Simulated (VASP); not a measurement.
The input files of a VASP run:

### INCAR
```
# general
SYSTEM  = KCl
PREC    = Accurate
ENCUT   = 500   # plane-wave cut-off (eV)
LREAL   = F
LASPH   = T   # aspherical one-centre terms

# electronic loop
EDIFF   = 1E-6   # SCF stop (eV)
NELM    = 100   # most electronic steps
ALGO    = Normal

# smearing
ISMEAR  = 0
SIGMA   = 0.05

# functional
GGA     = PE   # PBE

# ions
IBRION  = 2
NSW     = 40   # most ionic steps
ISIF    = 3   # ions, shape and volume
EDIFFG  = -0.02   # ionic stop
PSTRESS = 50   # kbar

# output
LWAVE   = F
LCHARG  = F
```

**KPOINTS**
```
Automatic mesh
0
gamma
8 8 8
```

POSCAR:
```
KCl
1
    0.0000000000     2.9944681248     2.9944681248
    2.9944681248     0.0000000000     2.9944681248
    2.9944681248     2.9944681248     0.0000000000
K Cl
1 1
Direct
  0.0000000000   0.0000000000   1.0000000000
  0.5000000000   0.5000000000   0.5000000000
```

POTCAR, in this order: K_sv Cl (PBE.64 set). Program: vasp_std.

Q: Write an equivalent input for Ansatz.

A: One equivalent input (not run):
Ansatz 0.2 input:
```yaml
crystal:
  lattice:
    - [0.0000000, 2.9944681, 2.9944681]
    - [2.9944681, 0.0000000, 2.9944681]
    - [2.9944681, 2.9944681, 0.0000000]
  atoms:
    - { symbol: K, position: [0.0000000, 0.0000000, 1.0000000] }
    - { symbol: Cl, position: [0.5000000, 0.5000000, 0.5000000] }
kpoints:
  mp_grid: { grid: [8, 8, 8] }
hamiltonian:
  xc: pbe
  pseudopotentials: { kind: paw }
scf:
  occupations: { method: gaussian, width: 0.05 }
  max_iter: 100
relax:
  max_steps: 40
  f_tol: 0.02
  cell: { p_target: 5 }
output: { forces: true, stress: true, eigenvalues: true }
```
What does not carry over: each code has its own PAW files, so the cut-off isn't converted (ENCUT is set for VASP's; basis.ecutwfc is left out, and Ansatz then takes the one that its files recommend); Ansatz stops its SCF on the density residual and VASP on the energy change (EDIFF).

The compound is KCl in the rock salt structure. It was relaxed first under an external pressure of 5 GPa.
